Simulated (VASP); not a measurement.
Input for VASP

**INCAR**
```
AGGAC = 0.0
ALGO = Normal
EDIFF = 1E-6
EDIFFG = -0.01
ENCUT = 520
GGA = BO
IBRION = 2
ISIF = 3
ISMEAR = 1
LASPH = T
LCHARG = F
LMAXMIX = 4
LREAL = F
LUSE_VDW = T
LWAVE = F
NELM = 100
NSW = 60
PARAM1 = 0.1833333333
PARAM2 = 0.22
PREC = Accurate
SIGMA = 0.1
SYSTEM = Pb
```

KPOINTS:
```
Regular mesh
0
gamma
 11 11 11
0 0 0
```

**POSCAR**
```
Pb
1
   -0.0000000000     2.5051496226     2.5051496226
    2.5051496226    -0.0000000000     2.5051496226
    2.5051496226     2.5051496226    -0.0000000000
Pb
1
Direct
  0.0000000000   0.0000000000   0.0000000000
```

POTCAR, in this order: Pb_d (PBE.64 set). Program: vasp_std.

**Question.** Write an equivalent input for Quantum ESPRESSO's pw.x.

**Answer.** One equivalent input (not run):
```
&CONTROL
  calculation = 'vc-relax'
  pseudo_dir = './pseudo'
  outdir = './out'
  tprnfor = .true.
  tstress = .true.
  nstep = 60
  forc_conv_thr = 0.00039
/
&SYSTEM
  ibrav = 0
  nat = 1
  ntyp = 1
  ecutwfc = 62.5
  occupations = 'smearing'
  smearing = 'methfessel-paxton'
  degauss = 0.00735
  input_dft = 'vdw-df-obk8'
/
&ELECTRONS
  conv_thr = 7.3e-08
  electron_maxstep = 100
/
&IONS
/
&CELL
/
ATOMIC_SPECIES
  Pb 207.200 Pb.upf
CELL_PARAMETERS angstrom
    -0.0000000    2.5051496    2.5051496
     2.5051496   -0.0000000    2.5051496
     2.5051496    2.5051496   -0.0000000
ATOMIC_POSITIONS crystal
  Pb   0.0000000  0.0000000  0.0000000
K_POINTS automatic
  11 11 11 0 0 0
```
Limits of the translation: the potentials are each code's own (VASP's PAW set, PseudoDojo norm-conserving files in pw.x), so ENCUT and ecutwfc are chosen apart and not converted; conv_thr bounds pw.x's estimated SCF error, while EDIFF bounds the energy change between steps; forc_conv_thr acts on force components and is met together with etot_conv_thr.

The compound is Pb in the fcc structure. It was relaxed first. The start is the result of an earlier pass.
